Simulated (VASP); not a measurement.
Method: TPSS meta-GGA, VASP's PBE PAW potentials (set 64) (plane waves; VASP).

A VASP calculation is set up with these files.

File KPOINTS:
```
Automatic mesh
0
Gamma
12 12 12
0 0 0
```

### INCAR
```
ALGO = Normal
EDIFF = 1E-6
EDIFFG = -0.01
ENCUT = 520
IBRION = 2
ISIF = 3
ISMEAR = 1
LASPH = .TRUE.
LCHARG = .FALSE.
LMAXMIX = 4
LMIXTAU = .TRUE.
LREAL = .FALSE.
LWAVE = .FALSE.
METAGGA = TPSS
NELM = 100
NSW = 60
PREC = Accurate
SIGMA = 0.1
SYSTEM = ZrC
```

### POSCAR
```
ZrC
1
    0.0000000000     2.3500000000     2.3500000000
    2.3500000000     0.0000000000     2.3500000000
    2.3500000000     2.3500000000     0.0000000000
Zr C
1 1
Direct
  0.0000000000   0.0000000000   0.0000000000
  0.5000000000   0.5000000000   0.5000000000
```

POTCAR, in this order: Zr_sv C (PBE.64 set). Program: vasp_std.

Output of the run:

OSZICAR:
```
       N       E                     dE             d eps       ncg     rms          rms(c)
DAV:   1     0.165774462809E+03    0.16577E+03   -0.12888E+04  1744   0.230E+03
DAV:   2     0.272526357571E+02   -0.13852E+03   -0.12709E+03  2028   0.368E+02
DAV:   3     0.171941314427E+02   -0.10059E+02   -0.95197E+01  2460   0.113E+02
DAV:   4     0.168720822379E+02   -0.32205E+00   -0.32076E+00  2220   0.188E+01
DAV:   5     0.168600535406E+02   -0.12029E-01   -0.12026E-01  2564   0.321E+00    0.397E+01
DAV:   6    -0.294220418381E+02   -0.46282E+02   -0.17946E+02  1728   0.188E+02    0.728E+00
DAV:   7    -0.298075087098E+02   -0.38547E+00   -0.55825E+00  2100   0.336E+01    0.512E+00
DAV:   8    -0.295491963923E+02    0.25831E+00   -0.64849E-01  1860   0.883E+00    0.229E+00
DAV:   9    -0.297509276706E+02   -0.20173E+00   -0.32566E-01  2712   0.371E+00    0.193E+00
DAV:  10    -0.297483872628E+02    0.25404E-02   -0.34826E-02  1924   0.222E+00    0.685E-01
DAV:  11    -0.297260715700E+02    0.22316E-01   -0.24641E-02  1880   0.175E+00    0.296E-01
DAV:  12    -0.297574474351E+02   -0.31376E-01   -0.29314E-02  2376   0.170E+00    0.484E-01
DAV:  13    -0.297575718690E+02   -0.12443E-03   -0.83654E-03  2680   0.865E-01    0.496E-02
DAV:  14    -0.297577329103E+02   -0.16104E-03   -0.14103E-04  2144   0.130E-01    0.348E-02
DAV:  15    -0.297577555567E+02   -0.22646E-04   -0.10211E-04  2628   0.709E-02    0.162E-02
DAV:  16    -0.297577647775E+02   -0.92208E-05   -0.58594E-06  2100   0.285E-02    0.216E-03
DAV:  17    -0.297577652871E+02   -0.50953E-06   -0.49142E-07   992   0.745E-03
   1 F= -.29757765E+02 E0= -.29757676E+02  d E =-.297578E+02
       N       E                     dE             d eps       ncg     rms          rms(c)
DAV:   1    -0.297802269045E+02   -0.22462E-01   -0.10095E+00  1752   0.117E+01    0.207E+00
DAV:   2    -0.297579691166E+02    0.22258E-01   -0.73270E-02  1820   0.348E+00    0.672E-01
DAV:   3    -0.297545131165E+02    0.34560E-02   -0.32968E-02  2080   0.119E+00    0.165E-01
DAV:   4    -0.297557282768E+02   -0.12152E-02   -0.26006E-03  2700   0.495E-01    0.191E-01
DAV:   5    -0.297560740189E+02   -0.34574E-03   -0.18573E-04  2232   0.121E-01    0.118E-01
DAV:   6    -0.297563064404E+02   -0.23242E-03   -0.43263E-04  2536   0.183E-01    0.153E-02
DAV:   7    -0.297564057832E+02   -0.99343E-04   -0.69521E-05  2636   0.724E-02    0.624E-03
DAV:   8    -0.297564056540E+02    0.12923E-06   -0.16392E-06  1672   0.167E-02
   2 F= -.29756406E+02 E0= -.29756342E+02  d E =0.135963E-02
       N       E                     dE             d eps       ncg     rms          rms(c)
DAV:   1    -0.297681331905E+02   -0.11727E-01   -0.39718E-01  1744   0.728E+00    0.131E+00
DAV:   2    -0.297590076203E+02    0.91256E-02   -0.26444E-02  1800   0.212E+00    0.419E-01
DAV:   3    -0.297578016908E+02    0.12059E-02   -0.13643E-02  2168   0.762E-01    0.122E-01
DAV:   4    -0.297582727406E+02   -0.47105E-03   -0.82621E-04  2204   0.300E-01    0.112E-01
DAV:   5    -0.297584756302E+02   -0.20289E-03   -0.37256E-04  2524   0.135E-01    0.458E-02
DAV:   6    -0.297584865779E+02   -0.10948E-04   -0.12783E-04  1832   0.130E-01    0.752E-03
DAV:   7    -0.297585699428E+02   -0.83365E-04   -0.59591E-05  2520   0.702E-02    0.563E-03
DAV:   8    -0.297585707858E+02   -0.84299E-06   -0.51923E-07  1352   0.928E-03
   3 F= -.29758571E+02 E0= -.29758492E+02  d E =-.805499E-03
```

File OUTCAR:
```
------------------------ aborting loop because EDIFF is reached ----------------------------------------
  FORCE on cell =-STRESS in cart. coord.  units (eV):
  Direction    XX          YY          ZZ          XY          YZ          ZX
  --------------------------------------------------------------------------------------
  Total       -0.0025444     -0.0025444     -0.0025444     -0.0000000      0.0000000      0.0000000
  in kB       -0.1560263     -0.1560263     -0.1560263     -0.0000000      0.0000000      0.0000000
  external PRESSURE =      -0.1560263 kB  Pullay stress =       0.0000000 kB
  volume of cell :       26.13
      direct lattice vectors                 reciprocal lattice vectors
    -0.000000000  2.355185636  2.355185636    -0.212297490  0.212297490  0.212297490
     2.355185636  0.000000000  2.355185636     0.212297490 -0.212297490  0.212297490
     2.355185636  2.355185636 -0.000000000     0.212297490  0.212297490 -0.212297490
 POSITION                                       TOTAL-FORCE (eV/Angst)
 -----------------------------------------------------------------------------------
      0.00000      0.00000      0.00000        -0.000000      0.000000      0.000000
      2.35519      2.35519      2.35519         0.000000     -0.000000     -0.000000
 -----------------------------------------------------------------------------------
    total drift:                                0.000000      0.000000      0.000000
  FREE ENERGIE OF THE ION-ELECTRON SYSTEM (eV)
  ---------------------------------------------------
  free  energy   TOTEN  =       -29.7585707858 eV

  energy  without entropy=      -29.7583330690  energy(sigma->0) =      -29.75849155

 reached required accuracy - stopping structural energy minimisation
```
(Selected blocks of OUTCAR.)

**CONTCAR**
```
ZrC
   1.00000000000000
    -0.0000000000000000    2.3551856362130614    2.3551856362130614
     2.3551856362130614    0.0000000000000000    2.3551856362130614
     2.3551856362130614    2.3551856362130614   -0.0000000000000000
  Zr              C
     1     1
Direct
     0.0000000000000000    0.0000000000000000    0.0000000000000000
     0.5000000000000000    0.5000000000000000    0.5000000000000000
```

### OUTCAR
```
 val. band max:        9.6058396095   @ k =   0.5000   0.5000   0.0000

 cond. band min:       9.6593931685   @ k =   0.4167   0.3333   0.0000


 Fermi energy:         9.6372904496

 k-point     1 :       0.0000    0.0000    0.0000
  band No.  band energies     occupation
      1     -39.1862      2.00000
      2     -16.6462      2.00000
      3     -16.6462      2.00000
      4     -16.6462      2.00000
      5      -2.0277      2.00000
      6      10.5103     -0.00000
      7      10.5103     -0.00000
      8      10.5103     -0.00000
      9      10.6726     -0.00000
     10      10.6726     -0.00000
     11      10.6726     -0.00000
     12      12.5049      0.00000

 k-point     2 :       0.0833    0.0000    0.0000
  band No.  band energies     occupation
      1     -39.1797      2.00000
      2     -16.7062      2.00000
      3     -16.6514      2.00000
      4     -16.6514      2.00000
      5      -1.8726      2.00000
      6       9.4434      2.01939
      7       9.7227     -0.00511
      8       9.7227     -0.00511
      9      10.9779     -0.00000
     10      10.9779     -0.00000
     11      11.3687     -0.00000
     12      13.3139      0.00000

 k-point     3 :       0.1667    0.0000    0.0000
  band No.  band energies     occupation
      1     -39.1619      2.00000
      2     -16.8665      2.00000
      3     -16.6655      2.00000
      4     -16.6655      2.00000
      5      -1.4350      2.00000
      6       8.1062      2.00000
      7       8.7009      2.00000
      8       8.7009      2.00000
      9      11.4521     -0.00000
     10      11.4521     -0.00000
     11      11.8577      0.00000
     12      14.8093      0.00000

 k-point     4 :       0.2500    0.0000    0.0000
  band No.  band energies     occupation
      1     -39.1374      2.00000
      2     -17.0780      2.00000
      3     -16.6846      2.00000
      4     -16.6846      2.00000
      5      -0.7888      2.00000
      6       6.7700      2.00000
...
```

The compound is ZrC in the rock salt structure. This run relaxes it. Symmetry was kept, so distortions that lower it aren't found.
